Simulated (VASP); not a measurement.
# NaBI (Immm) in VASP: reference runs

Reference runs on NaBI: the cell as given.

Program: VASP 6.6.1. These are calculated values, not measurements. Logs are shortened: lines on timing, memory, paths and dates and some standing lists are left out, and cuts for length are marked.

## Step 1: Starting point

Symmetry: Immm, No. 71, orthorhombic system. The conventional cell has a = 2.900 Å, b = 5.297 Å, c = 5.701 Å, α = 90.00°, β = 90.00°, γ = 90.00°. Na (site symmetry mmm) is surrounded by 2 B at 1.45 Å. B (site symmetry mmm) has 2 Na at 1.45 Å as nearest neighbours. I (site symmetry mmm) is surrounded by 2 Na at 2.65 Å and 6 B at 2.85 to 3.02 Å and 2 I at 2.90 Å.

The cell was built by a generator and needn't be a form met in nature.

## Step 2: Single point, PBE

File INCAR:

```
PREC     = Accurate       # precision mode
ENCUT    = 520            # plane-wave cutoff, eV
EDIFF    = 1E-7           # SCF threshold, eV
ISMEAR   = -1             # smearing method
SIGMA    = 0.05           # smearing width, eV
LREAL    = False          # projectors in reciprocal space
LASPH    = True           # aspherical terms in the spheres
NELM     = 80             # most SCF steps
ALGO     = Normal         # electronic algorithm
ISIF     = 2              # what is computed and relaxed
LWAVE    = False          # write WAVECAR
LCHARG   = False          # write CHGCAR
GGA      = PE             # functional
NBANDS   = 16             # bands
```

File KPOINTS:

```
Automatic mesh
0
Gamma
  10 10 10
```

File POSCAR:

```
NaBI
1.0
   -1.4500564000      2.6482671000      2.8504383200
    1.4500564000     -2.6482671000      2.8504383200
    1.4500564000      2.6482671000     -2.8504383200
Na B I
1 1 1
Direct
    0.5000000000      0.0000000000      0.5000000000
    0.5000000000      0.5000000000      0.0000000000
    0.0000000000      0.0000000000      0.0000000000
```

Potentials or basis: VASP PAW PBE potentials, release 64 (Na_pv, B, I).

Launch:

```console
$ cat potpaw_PBE.64/Na_pv/POTCAR potpaw_PBE.64/B/POTCAR potpaw_PBE.64/I/POTCAR > POTCAR
$ mpirun -np 1 vasp_std > vasp.out
```

OUTCAR:

```text
PREC = Accurate
   ENCUT = 520
   EDIFF = 1E-7
   ISMEAR = -1
   LREAL = False
   LASPH = True
   NELM = 80
   ISIF = 2
   GGA = PE

 ion  position               nearest neighbor table
   1  0.500  0.000  0.500-   2 1.45   2 1.45   3 2.65   3 2.65
   2  0.500  0.500  0.000-   1 1.45   1 1.45   3 2.85   3 2.85
   3  0.000  0.000  0.000-   1 2.65   1 2.65   2 2.85   2 2.85

  LATTYP: Found a body centered orthorhombic cell.
 ALAT       =     2.9001128000
 B/A-ratio  =     1.8263200659
 C/A-ratio  =     1.9657430704

  Lattice vectors:

 A1 = (  -1.4500564000,   2.6482671000,   2.8504383200)
 A2 = (   1.4500564000,  -2.6482671000,   2.8504383200)
 A3 = (   1.4500564000,   2.6482671000,  -2.8504383200)

Analysis of symmetry for initial positions (statically):
=====================================================================
 Subroutine PRICEL returns:
 Original cell was already a primitive cell.

 Routine SETGRP: Setting up the symmetry group for a
 body centered orthorhombic supercell.

 Subroutine GETGRP returns: Found  8 space group operations
 (whereof  8 operations were pure point group operations)
 out of a pool of  8 trial point group operations.

The static configuration has the point symmetry D_2h.

Analysis of symmetry for dynamics (positions and initial velocities):
=====================================================================
 Subroutine PRICEL returns:
 Original cell was already a primitive cell.

 Routine SETGRP: Setting up the symmetry group for a
 body centered orthorhombic supercell.

 Subroutine GETGRP returns: Found  8 space group operations
 (whereof  8 operations were pure point group operations)
 out of a pool of  8 trial point group operations.

The dynamic configuration has the point symmetry D_2h.

 Subroutine INISYM returns: Found  8 space group operations
 (whereof  8 operations are pure point group operations),
 and found     1 'primitive' translations

----------------------------------------------------------------------------------------

                                     Primitive cell

  volume of cell :      43.7843

  direct lattice vectors                    reciprocal lattice vectors
[... 84 lines left out ...]
   LNONCOLLINEAR =      F non collinear calculations
   LSORBIT =      F    spin-orbit coupling
   LASPH  =      T    aspherical Exc in radial PAW
   ENCUT  =  520.0 eV  38.22 Ry    6.18 a.u.   7.72  7.72  7.72*2*pi/ulx,y,z
   NELM   =     80;   NELMIN=  2; NELMDL= -5     # of ELM steps
   EDIFF  = 0.1E-06   stopping-criterion for ELM
   LREAL  =      F    real-space projection
   EDIFFG = 0.1E-05   stopping-criterion for IOM
   NSW    =      0    number of steps for IOM
   IBRION =     -1    ionic relax: 0-MD 1-quasi-New 2-CG
   NFREE  =      0    steps in history (QN), initial steepest desc. (CG)
   ISIF   =      2    stress and relaxation
   ISYM   =      2    0-nonsym 1-usesym 2-fastsym
   POTIM  = 0.5000    time-step for ionic-motion
   TEBEG  =    0.0;   TEEND  =   0.0 temperature during run
   PSTRESS=    0.0 pullay stress
   NELECT =      17.0000    total number of electrons
   NUPDOWN=      -1.0000    fix difference up-down
   EMIN   =  10.00;   EMAX   =-10.00  energy-range for DOS
   EFERMI =   0.00;   METHOD = LEGACY
   ISMEAR =    -1;   SIGMA  =   0.05  broadening in eV -4-tet -1-fermi 0-gaus
   EFERMI_NEDOS =   21; number of points for ismear=-14 and -15
   IALGO  =     38    algorithm
   IMIX   =      4    mixing-type and parameters
     AMIX     =   0.40;   BMIX     =  1.00
     AMIX_MAG =   1.60;   BMIX_MAG =  1.00
  volume/ion in A,a.u.               =      14.59        98.49
  Fermi-wavevector in a.u.,A,eV,Ry     =   1.194314  2.256925 19.407145  1.426385
  Thomas-Fermi vector in A             =   2.330307
   LORBIT       =      0    0 simple, 1 ext, 2 COOP (PROOUT), +10 PAW based schemes
   GGA     = PE    functional components
   LHFCALC =     F    Hartree Fock is set to
   AEXX    =    0.0000 exact exchange contribution
   IVDW    =     0    specifies the selected vdW correction
   LEPSILON=     F    determine dielectric tensor
   LRPA    =     F    only Hartree local field effects (RPA)
 non-spin polarized calculation
  energy-cutoff  :      520.00
  volume of cell :       43.78
 maximum number of plane-waves:      1197
   NGX = 15   NGY = 15   NGZ = 15

 number of electron      17.0000010 magnetization

 Free energy of the ion-electron system (eV)
  ---------------------------------------------------
  ext. energy  EPLUGINS =         0.00000000
  ---------------------------------------------------
  free energy    TOTEN  =         6.22980631 eV

  energy without entropy =        6.24518534  energy(sigma->0) =        6.23749583

 E-fermi :   8.7218     XC(G=0): -10.7682

 val. band max:        8.7130704486   @ k =   0.3000   0.2000   0.2000
 cond. band min:       8.7224352787   @ k =   0.4000   0.3000   0.1000
 fundamental gap:      0.0093648301
 Fermi energy:         8.7218449227

 k-point     1 :       0.0000    0.0000    0.0000
  band No.  band energies     occupation
      1     -21.0714      2.00000
      2     -18.9116      2.00000
      3     -18.8775      2.00000
      4      -7.6130      2.00000
      5       3.5139      2.00000
      6       3.5205      2.00000
[... 433 lines left out ...]
      3     -18.8576      2.00000
      4      -6.7342      2.00000
      5       1.9767      2.00000
      6       3.6842      2.00000
[... 8 lines left out ...]
     15      16.7384      0.00000
     16      19.9898      0.00000

 [... further k-points ...]

------------------------ aborting loop because EDIFF is reached ----------------------------------------

  FORCE on cell =-STRESS in cart. coord.  units (eV):
  Direction    XX          YY          ZZ          XY          YZ          ZX
  --------------------------------------------------------------------------------------
  -------------------------------------------------------------------------------------
  Total       53.3046787      9.0690448      1.6741970      0.0000000      0.0000000      0.0000000
  in kB     1950.5522726    331.8591591     61.2630803      0.0000000      0.0000000      0.0000000
  external PRESSURE =     781.2248373 kB  Pullay stress =       0.0000000 kB

 VOLUME and BASIS-vectors are now :
 -----------------------------------------------------------------------------
  energy-cutoff  :      520.00
  volume of cell :       43.78
      direct lattice vectors                 reciprocal lattice vectors
    -1.450056400  2.648267100  2.850438320     0.000000000  0.188802708  0.175411619
     1.450056400 -2.648267100  2.850438320     0.344814174  0.000000000  0.175411619
     1.450056400  2.648267100 -2.850438320     0.344814174  0.188802708  0.000000000

 POSITION                                       TOTAL-FORCE (eV/Angst)
 -----------------------------------------------------------------------------------
      0.00000      2.64827      0.00000        -0.000000      0.000000     -0.000000
      0.00000      0.00000      2.85044        -0.000000      0.000000      0.000000
      0.00000      0.00000      0.00000         0.000000     -0.000000      0.000000
 -----------------------------------------------------------------------------------
    total drift:                               -0.000000     -0.000000      0.000000

  FREE ENERGIE OF THE ION-ELECTRON SYSTEM (eV)
  ---------------------------------------------------
  free  energy   TOTEN  =         6.2298063106 eV

  energy  without entropy=        6.2451853422  energy(sigma->0) =        6.23749583
```

OSZICAR:

```text
N       E                     dE             d eps       ncg     rms          rms(c)
DAV:   1     0.112020887356E+03    0.11202E+03   -0.79309E+03  5528   0.108E+03
DAV:   2     0.948112751327E+01   -0.10254E+03   -0.96619E+02  6192   0.299E+02
DAV:   3     0.396922282022E+01   -0.55119E+01   -0.54311E+01  7144   0.592E+01
DAV:   4     0.388840825011E+01   -0.80815E-01   -0.80771E-01  6568   0.747E+00
DAV:   5     0.388641781918E+01   -0.19904E-02   -0.19904E-02  7512   0.116E+00    0.120E+01
DAV:   6     0.609741330689E+01    0.22110E+01   -0.35142E+00  6408   0.134E+01    0.724E+00
DAV:   7     0.617494079477E+01    0.77527E-01   -0.60589E-01  6648   0.613E+00    0.669E+00
DAV:   8     0.622840041188E+01    0.53460E-01   -0.74661E-02  8136   0.292E+00    0.140E+00
DAV:   9     0.622969057341E+01    0.12902E-02   -0.58831E-03  7056   0.677E-01    0.234E-01
DAV:  10     0.622977951800E+01    0.88945E-04   -0.72281E-04  7128   0.326E-01    0.569E-02
DAV:  11     0.622980727206E+01    0.27754E-04   -0.83412E-05  6672   0.906E-02    0.461E-02
DAV:  12     0.622980626952E+01   -0.10025E-05   -0.83892E-06  6648   0.311E-02    0.242E-02
DAV:  13     0.622980635807E+01    0.88551E-07   -0.14725E-06  6672   0.846E-03    0.319E-03
DAV:  14     0.622980631065E+01   -0.47419E-07   -0.16537E-07  6240   0.497E-03
   1 F= 0.62298063E+01 E0= 0.62374958E+01  d E =-.153790E-01
```

It took 60 s on 1 thread of AMD EPYC 9R45 (Zen 5), shared host; peak memory 0.24 GiB.

Results:

```
Free energy            : 6.2298 eV
Pressure               : 78.1 GPa
Band gap on the k mesh : none (metal or under the smearing width)
```

Stress tensor (GPa, compression positive):
```
195.06   0.00   0.00
  0.00  33.19   0.00
  0.00   0.00   6.13
```

Caveat: a pressure of tens of GPa on the cell as given is suspect, and the run, the potentials or the cell itself is likely at fault; an odd number of electrons without spin polarisation forces a metal; a magnetic or distorted state may lie lower. Spin-orbit coupling is left out, which matters for the levels of I.
